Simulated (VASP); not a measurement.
Method: PBE GGA, VASP's PBE PAW potentials (set 64) (plane waves; VASP).

VASP input:

### POSCAR
```
LiCl
1
    0.0000000000     2.6214000000     2.6214000000
    2.6214000000     0.0000000000     2.6214000000
    2.6214000000     2.6214000000     0.0000000000
Li Cl
1 1
Direct
  0.0000000000   0.0000000000   0.0000000000
  0.5000000000   0.5000000000   0.5000000000
```

File KPOINTS:
```
Regular mesh
0
gamma
  7 7 7
```

### INCAR
```
ALGO=Normal
EDIFF=1E-6
ENCUT=520
GGA=PE
ISIF=2
ISMEAR=0
LASPH=T
LCHARG=F
LREAL=F
LWAVE=F
NELM=100
PREC=Accurate
SIGMA=0.05
SYSTEM=LiCl
```

POTCAR, in this order: Li_sv Cl (PBE.64 set). Program: vasp_std.

The run wrote:

File OSZICAR:
```
       N       E                     dE             d eps       ncg     rms          rms(c)
DAV:   1     0.435544054244E+02    0.43554E+02   -0.42448E+03   360   0.103E+03
DAV:   2    -0.559180652180E+01   -0.49146E+02   -0.48445E+02   512   0.156E+02
DAV:   3    -0.740445624675E+01   -0.18126E+01   -0.18108E+01   433   0.369E+01
DAV:   4    -0.744848616840E+01   -0.44030E-01   -0.43992E-01   587   0.597E+00
DAV:   5    -0.744868377940E+01   -0.19761E-03   -0.19761E-03   451   0.439E-01    0.232E+00
DAV:   6    -0.736940897376E+01    0.79275E-01   -0.20020E-01   391   0.256E+00    0.167E+00
DAV:   7    -0.737172194363E+01   -0.23130E-02   -0.61753E-02   521   0.159E+00    0.916E-01
DAV:   8    -0.737669070795E+01   -0.49688E-02   -0.94220E-03   393   0.829E-01    0.139E-01
DAV:   9    -0.737669370900E+01   -0.30011E-05   -0.38207E-04   502   0.175E-01    0.475E-02
DAV:  10    -0.737677181345E+01   -0.78104E-04   -0.13980E-04   395   0.106E-01    0.257E-02
DAV:  11    -0.737677979792E+01   -0.79845E-05   -0.67393E-06   502   0.250E-02    0.457E-03
DAV:  12    -0.737678134870E+01   -0.15508E-05   -0.52764E-07   370   0.664E-03    0.296E-03
DAV:  13    -0.737678080192E+01    0.54678E-06   -0.15996E-07   185   0.356E-03
   1 F= -.73767808E+01 E0= -.73767808E+01  d E =-.441376E-11
```

OUTCAR:
```
------------------------ aborting loop because EDIFF is reached ----------------------------------------
  FORCE on cell =-STRESS in cart. coord.  units (eV):
  Direction    XX          YY          ZZ          XY          YZ          ZX
  --------------------------------------------------------------------------------------
  Total       -0.3620397     -0.3620397     -0.3620397      0.0000000      0.0000000      0.0000000
  in kB      -16.1004102    -16.1004102    -16.1004102      0.0000000      0.0000000      0.0000000
  external PRESSURE =     -16.1004102 kB  Pullay stress =       0.0000000 kB
  volume of cell :       36.03
      direct lattice vectors                 reciprocal lattice vectors
     0.000000000  2.621400000  2.621400000    -0.190737774  0.190737774  0.190737774
     2.621400000  0.000000000  2.621400000     0.190737774 -0.190737774  0.190737774
     2.621400000  2.621400000  0.000000000     0.190737774  0.190737774 -0.190737774
  FREE ENERGIE OF THE ION-ELECTRON SYSTEM (eV)
  ---------------------------------------------------
  free  energy   TOTEN  =        -7.3767808019 eV

  energy  without entropy=       -7.3767808019  energy(sigma->0) =       -7.37678080
```
(Selected blocks of OUTCAR.)

File OUTCAR:
```
 val. band max:        0.1085718967   @ k =   0.0000   0.0000   0.0000

 cond. band min:       6.0907231931   @ k =   0.0000   0.0000   0.0000


 Fermi energy:         0.3202110233

 k-point     1 :       0.0000    0.0000    0.0000
  band No.  band energies     occupation
      1     -43.5404      2.00000
      2     -13.0709      2.00000
      3       0.1086      2.00000
      4       0.1086      2.00000
      5       0.1086      2.00000
      6       6.0907      0.00000
      7      11.9844      0.00000
      8      11.9844      0.00000
      9      11.9844      0.00000

 k-point     2 :       0.1429    0.0000    0.0000
  band No.  band energies     occupation
      1     -43.5401      2.00000
      2     -12.9866      2.00000
      3      -0.4973      2.00000
      4       0.0620      2.00000
      5       0.0620      2.00000
      6       6.6514      0.00000
      7      11.0356      0.00000
      8      11.7035      0.00000
      9      11.7035      0.00000

 k-point     3 :       0.2857    0.0000    0.0000
  band No.  band energies     occupation
      1     -43.5393      2.00000
      2     -12.7855      2.00000
      3      -1.5977      2.00000
      4      -0.0366      2.00000
      5      -0.0366      2.00000
      6       7.0920      0.00000
      7      10.4117      0.00000
      8      10.4117      0.00000
      9      10.9949      0.00000

 k-point     4 :       0.4286    0.0000    0.0000
  band No.  band energies     occupation
      1     -43.5387      2.00000
      2     -12.6109      2.00000
      3      -2.3452      2.00000
      4      -0.1099      2.00000
      5      -0.1099      2.00000
      6       6.8490      0.00000
      7       9.6625      0.00000
      8       9.6625      0.00000
      9      12.1765      0.00000

 k-point     5 :       0.1429    0.1429    0.0000
  band No.  band energies     occupation
      1     -43.5399      2.00000
      2     -12.9573      2.00000
      3      -0.4458      2.00000
...
```

The compound is LiCl in the rock salt structure. The cell was not relaxed at this level.
